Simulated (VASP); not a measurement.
An input for Ansatz (written as the equivalent of a VASP run, and not itself run):

Ansatz 0.2 input:
```yaml
crystal:
  lattice:
    - [2.2950000, -3.9750570, 0.0000000]
    - [2.2950000, 3.9750570, 0.0000000]
    - [0.0000000, 0.0000000, 7.5100000]
  atoms:
    - { symbol: Ag, position: [0.6666670, 0.3333330, 0.5000000] }
    - { symbol: Ag, position: [0.3333330, 0.6666670, 0.0000000] }
    - { symbol: I, position: [0.6666670, 0.3333330, 0.8750000] }
    - { symbol: I, position: [0.3333330, 0.6666670, 0.3750000] }
kpoints:
  mp_grid: { grid: [5, 5, 3] }
hamiltonian:
  xc: pbesol
  pseudopotentials: { kind: paw }
magnetization: { noncollinear: true, spin_orbit: true }
scf:
  occupations: { method: fermi_dirac, width: 0.05 }
  max_iter: 100
output: { forces: true, stress: true, eigenvalues: true }
```

Question: Translate this input to VASP (INCAR, KPOINTS, POSCAR, choice of POTCAR).

Answer: One answer among several that fit: 
### POSCAR
```
AgI
1
    2.2950000000    -3.9750570000     0.0000000000
    2.2950000000     3.9750570000     0.0000000000
    0.0000000000     0.0000000000     7.5100000000
Ag I
2 2
Direct
  0.6666670000   0.3333330000   0.5000000000
  0.3333330000   0.6666670000   0.0000000000
  0.6666670000   0.3333330000   0.8750000000
  0.3333330000   0.6666670000   0.3750000000
```

INCAR:
```
! general
SYSTEM         =  AgI
PREC           =  Accurate
ENCUT          =  300
LREAL          =  .FALSE.
LASPH          =  .TRUE.

! electronic loop
EDIFF          =  1E-6
NELM           =  100
ALGO           =  Normal
LMAXMIX        =  4

! smearing
ISMEAR         =  -1
SIGMA          =  0.05

! functional
GGA            =  PS
GGA_COMPAT     =  .FALSE.

! spin
MAGMOM         =  12*0.0
LSORBIT        =  .TRUE.
LNONCOLLINEAR  =  .TRUE.

! ions
ISIF           =  2

! output
LWAVE          =  .FALSE.
LCHARG         =  .FALSE.
LORBIT         =  11
```

**KPOINTS**
```
Automatic mesh
0
Gamma
5 5 3
0 0 0
```

POTCAR, in this order: Ag I (PBE.64 set). Program: vasp_ncl.

What does not carry over: each code has its own PAW files, so the cut-off isn't converted (ENCUT is set for VASP's; basis.ecutwfc is left out, and Ansatz then takes the one that its files recommend); Ansatz stops its SCF on the density residual and VASP on the energy change (EDIFF).

The structure is a typed AgI crystal (P6_3mc). The cell was not relaxed at this level. The run is one of a series of settings (GGA_COMPAT = .FALSE., LNONCOLLINEAR = .TRUE., LSORBIT = .TRUE., MAGMOM = 0.0 0.0 0.0 0.0 0.0 0.0 0.0 0.0 0.0 0.0 0.0 0.0, program vasp_ncl against the base run), some of them coarse on purpose.
